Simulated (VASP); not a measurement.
Given:

```
CELL_PARAMETERS angstrom
      1.94876    -3.37535     0.00000
      1.94876     3.37535     0.00000
      0.00000     0.00000     6.14589
ATOMIC_POSITIONS crystal
  Sn 0.00000 0.00000 0.00000
  Se 0.33333 0.66667 0.26052
  Se 0.66667 0.33333 0.73948
```

Level of theory: optB88-vdW, VASP's PBE PAW potentials (set 64) (plane waves; VASP). Run with 520 eV cut-off, Gaussian smearing of 0.050 eV, potentials Sn_d Se.

Unless said otherwise, spin-orbit coupling is left out, though it shifts the bands of the heavy elements here.

Task: Give the energies of bands 8 to 16 at the high-symmetry points, in eV from the valence-band maximum.

Result: 
```json
[
 {"band": "8", "Γ": "-6.28", "M": "-7.07", "K": "-7.28", "A": "-5.42", "L": "-7.20", "H": "-7.20"},
 {"band": "9", "Γ": "-0.69", "M": "-4.10", "K": "-3.37", "A": "-2.18", "L": "-4.65", "H": "-3.99"},
 {"band": "10", "Γ": "-0.69", "M": "-2.94", "K": "-3.37", "A": "-0.82", "L": "-2.25", "H": "-3.99"},
 {"band": "11", "Γ": "-0.48", "M": "-2.49", "K": "-3.09", "A": "-0.82", "L": "-1.93", "H": "-3.56"},
 {"band": "12", "Γ": "-0.48", "M": "-1.45", "K": "-1.70", "A": "-0.27", "L": "-0.97", "H": "-0.39"},
 {"band": "13", "Γ": "-0.13", "M": "-0.36", "K": "-1.70", "A": "-0.27", "L": "-0.85", "H": "-0.39"},
 {"band": "14", "Γ": "0.47", "M": "0.98", "K": "0.79", "A": "2.07", "L": "0.52", "H": "1.97"},
 {"band": "15", "Γ": "2.89", "M": "3.50", "K": "6.02", "A": "2.72", "L": "3.96", "H": "4.24"},
 {"band": "16", "Γ": "4.36", "M": "4.89", "K": "6.02", "A": "4.04", "L": "4.55", "H": "4.24"}
]
```

The gap is indirect, 0.40 eV, from the valence maximum at K-Γ at 0.78 to the conduction minimum at L-M at 0.33.

Measured: gap 0.98 eV (computed value off by -0.58 eV), as given by Joseph M. Gonzalez et al., Physical Review B (2016), arXiv:1609.04381.

The compound is SnSe2 in the 1T layered structure. It was relaxed first.
